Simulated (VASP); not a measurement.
Calculation: LDA (Ceperley-Alder, Perdew-Zunger), VASP's LDA PAW potentials (set 64) (plane waves; VASP).

Input for VASP

### INCAR
```
SYSTEM=InBi
PREC=Accurate; ENCUT=400; LREAL=F
LASPH=T
EDIFF=1E-6; NELM=100; ALGO=Normal
LMAXMIX=4
ISMEAR=1; SIGMA=0.1
IBRION=2; NSW=60; ISIF=3
EDIFFG=-0.01
LWAVE=F; LCHARG=F
```

File KPOINTS:
```
Automatic mesh
0
Gamma
9 9 9
0 0 0
```

**POSCAR**
```
InBi
1
    0.0000000000     3.3835400000     3.3835400000
    3.3835400000     0.0000000000     3.3835400000
    3.3835400000     3.3835400000     0.0000000000
In Bi
1 1
Direct
  0.0000000000   0.0000000000   0.0000000000
  0.2500000000   0.2500000000   0.2500000000
```

POTCAR, in this order: In_d Bi_d (LDA.64 set). Program: vasp_std.

Task: What will the output report for the number of irreducible k-points (NKPTS), largest plane-wave count, number of space-group operations, FFT grid (NGX, NGY, NGZ)?

Result: 
| Item | Value |
|---|---|
| number of irreducible k-points (NKPTS) | 35 |
| largest plane-wave count | 1420 |
| number of space-group operations | 24 |
| FFT grid (NGX, NGY, NGZ) | 32 × 32 × 32 |

The structure comes from a computed database's InBi entry (F-43m); how it stands against other phases isn't given here. This run relaxes it. Symmetry was kept, so distortions that lower it aren't found.
